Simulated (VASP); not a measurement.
Output of a VASP run:

**OSZICAR**
```
       N       E                     dE             d eps       ncg     rms          rms(c)
DAV:   1     0.123834265446E+03    0.12383E+03   -0.65563E+03  7496   0.197E+02
DAV:   2    -0.282809080738E+01   -0.12666E+03   -0.11929E+03  9362   0.763E+01
DAV:   3    -0.774467397853E+01   -0.49166E+01   -0.48693E+01  8936   0.142E+01
DAV:   4    -0.777360588569E+01   -0.28932E-01   -0.28927E-01  8800   0.113E+00
DAV:   5    -0.777382968692E+01   -0.22380E-03   -0.22380E-03  8700   0.894E-02    0.157E+01
DAV:   6    -0.741714663802E+01    0.35668E+00   -0.82011E-02  8584   0.777E-01    0.101E+01
DAV:   7    -0.730327279855E+01    0.11387E+00   -0.23561E-01  8640   0.114E+00    0.717E-01
DAV:   8    -0.729456462717E+01    0.87082E-02   -0.27196E-02  8146   0.375E-01    0.291E-01
DAV:   9    -0.729459294414E+01   -0.28317E-04   -0.17949E-03  8942   0.850E-02    0.106E-01
DAV:  10    -0.729467052503E+01   -0.77581E-04   -0.65028E-05  8618   0.167E-02    0.494E-02
DAV:  11    -0.729469058311E+01   -0.20058E-04   -0.68071E-06  8492   0.865E-03    0.666E-03
DAV:  12    -0.729469194081E+01   -0.13577E-05   -0.19415E-06  9042   0.304E-03    0.274E-03
DAV:  13    -0.729469230322E+01   -0.36241E-06   -0.22975E-07  7540   0.107E-03
   1 F= -.72946923E+01 E0= -.72946923E+01  d E =-.118210E-17
```

**OUTCAR**
```
------------------------ aborting loop because EDIFF is reached ----------------------------------------
  FORCE on cell =-STRESS in cart. coord.  units (eV):
  Direction    XX          YY          ZZ          XY          YZ          ZX
  --------------------------------------------------------------------------------------
  Total       -0.1470946      0.6348891     -0.4537131      0.0000000      0.0000000      0.0000000
  in kB       -2.0727946      8.9465901     -6.3935333      0.0000000      0.0000000      0.0000000
  external PRESSURE =       0.1600874 kB  Pullay stress =       0.0000000 kB
  volume of cell :      113.70
      direct lattice vectors                 reciprocal lattice vectors
     2.228576000 -3.104088000  0.000000000     0.224358514 -0.161077908  0.000000000
     2.228576000  3.104088000  0.000000000     0.224358514  0.161077908  0.000000000
     0.000000000  0.000000000  8.217874000     0.000000000  0.000000000  0.121685974
 POSITION                                       TOTAL-FORCE (eV/Angst)
 -----------------------------------------------------------------------------------
      3.90892      0.00000      7.37143         0.111194      0.000000      0.080818
      2.77681      0.00000      3.26250        -0.111194      0.000000      0.080818
      1.68035      0.00000      4.95538         0.111194      0.000000     -0.080818
      0.54823      0.00000      0.84644        -0.111194      0.000000     -0.080818
 -----------------------------------------------------------------------------------
    total drift:                                0.000000      0.000000      0.000000
  FREE ENERGIE OF THE ION-ELECTRON SYSTEM (eV)
  ---------------------------------------------------
  free  energy   TOTEN  =        -7.2946923032 eV

  energy  without entropy=       -7.2946923032  energy(sigma->0) =       -7.29469230
```
(Selected blocks of OUTCAR.)

POSCAR:
```
Cl
1
    2.2285760000    -3.1040880000     0.0000000000
    2.2285760000     3.1040880000     0.0000000000
    0.0000000000     0.0000000000     8.2178740000
Cl
4
Direct
  0.8770000000   0.8770000000   0.8970000000
  0.6230000000   0.6230000000   0.3970000000
  0.3770000000   0.3770000000   0.6030000000
  0.1230000000   0.1230000000   0.1030000000
```

Problem. Reconstruct the remaining input files.

Solution. This is not unique; one that fits is the input of the run itself, PBE GGA, plane waves, VASP's PBE PAW potentials (set 64).

**KPOINTS**
```
Regular mesh
0
G
 7 7 4
0 0 0
```

**INCAR**
```
SYSTEM = Cl
PREC = Accurate; ENCUT = 300; LREAL = .FALSE.
LASPH = .TRUE.; NBANDS = 78
EDIFF = 1E-6; NELM = 100; ALGO = Normal
ISMEAR = 0; SIGMA = 0.05
GGA = PE
ISIF = 2
LWAVE = .FALSE.; LCHARG = .FALSE.
```

POTCAR, in this order: Cl (PBE.64 set). Program: vasp_std.

At this cut-off the stress carries a Pulay error, which pulls relaxed volumes low.

The structure is a typed Cl crystal. The cell was not relaxed at this level. The run is one of a series of settings (NBANDS = 78 against the base run), some of them coarse on purpose.
